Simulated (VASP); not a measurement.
Input:

```yaml
crystal:
  lattice:
    - [2.78178, 0.00000, 0.00000]
    - [0.00000, 2.78178, 0.00000]
    - [0.00000, 0.00000, 2.78178]
  atoms:
    - { symbol: Al, position: [0.50000, 0.50000, 0.50000] }
    - { symbol: Co, position: [0.00000, 0.00000, 0.00000] }
```

Level of theory: SCAN meta-GGA, VASP's PBE PAW potentials (set 64) (plane waves; VASP). Run with 520 eV cut-off, 13×13×13 Γ-centred mesh, first-order Methfessel-Paxton smearing of 0.10 eV, potentials Al Co.

Task: Give the stress tensor in GPa (positive for a compressed cell).

Result: 
```
6.82  0.00  0.00
0.00  6.82  0.00
0.00  0.00  6.82
```
The pressure is its mean diagonal, 6.82 GPa.

The compound is CoAl in the CsCl type structure. This cell is one point of a volume scan, at 0.97 of the reference volume. The run is not spin-polarised, so no magnetic state was tried.
